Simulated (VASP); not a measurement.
The system is CO2.

```
CELL_PARAMETERS angstrom
5.62000 0.00000 0.00000
0.00000 5.62000 0.00000
0.00000 0.00000 5.62000
ATOMIC_POSITIONS crystal
C 0.00000 0.00000 0.00000
C 0.50000 0.00000 0.50000
C 0.50000 0.50000 0.00000
C 0.00000 0.50000 0.50000
O 0.16700 0.16700 0.16700
O 0.33300 0.83300 0.66700
O 0.66700 0.33300 0.83300
O 0.83300 0.66700 0.33300
O 0.83300 0.83300 0.83300
O 0.66700 0.16700 0.33300
O 0.33300 0.66700 0.16700
O 0.16700 0.33300 0.66700
```

| Item | Value |
| --- | --- |
| Program | VASP 6.6.1 |
| Task | relaxation of cell and atoms |
| Functional | r2SCAN |
| Potentials or basis | VASP PAW PBE potentials, release 64 (C, O) |
| Cutoff | 600 eV |
| k mesh | 5 × 5 × 5 |
| Occupations | gaussian, width 0.02 eV |
| Spin | no spin polarisation |

At the start: pressure -40.9 GPa; volume 14.79 Å³/atom.

**Question.** Where does the relaxation end?

**Answer.** Over 22 steps the energy falls by 2863.0 meV/atom and the volume is 13.74 Å³/atom (-7.1 %); space group Pa-3 (No. 205, to 0.05 Å).

Step by step:
```
step  energy change (eV)  largest force (eV/Å)  pressure (GPa)  volume (Å³)
   1              0.0000               10.2989          -40.93       177.50
   2             13.7456               62.3733          270.84        97.05
   3             -3.0799               10.6060          -43.48       162.15
   4            -12.4631               11.5374          -44.57       149.93
   5            -32.0425                5.3776          -10.57       121.58
   6            -29.8699                9.5794           57.71       108.86
   7            -32.8855                2.3508            3.72       117.64
   8            -32.9492                0.8431           10.69       116.13
   9            -33.4144                2.3047           17.19       124.88
  10            -33.4140                2.4174           17.44       125.18
  11            -33.6066                2.0282           14.67       127.96
  12            -34.0227                0.9343            7.61       136.54
  13            -34.2930                0.9738           -2.13       154.85
  14            -34.2937                0.8469           -1.58       153.53
  15            -34.3253                0.5136           -0.79       155.94
  16            -34.3498                0.0448            0.55       159.86
  17            -34.3508                0.1961            0.91       160.90
  18            -34.3543                0.1012            0.49       162.44
  19            -34.3561                0.0443           -0.12       164.87
  20            -34.3561                0.0335           -0.08       164.70
  21            -34.3561                0.0292           -0.06       164.62
  22            -34.3562                0.0037            0.00       164.85
```

Final structure:
```xyz
12
Lattice="5.4832 0.0000 0.0000 0.0000 5.4832 0.0000 0.0000 0.0000 5.4832" Properties=species:S:1:pos:R:3 pbc="T T T"
C     0.0000    0.0000    0.0000
C     2.7416    0.0000    2.7416
C     2.7416    2.7416    0.0000
C     0.0000    2.7416    2.7416
O     0.6735    0.6735    0.6735
O     2.0681    4.8097    3.4151
O     3.4151    2.0681    4.8097
O     4.8097    3.4151    2.0681
O     4.8097    4.8097    4.8097
O     3.4151    0.6735    2.0681
O     2.0681    3.4151    0.6735
O     0.6735    2.0681    3.4151
```

Caveat: the PAW data sets were made with another functional, which shifts forces and pressure a little.
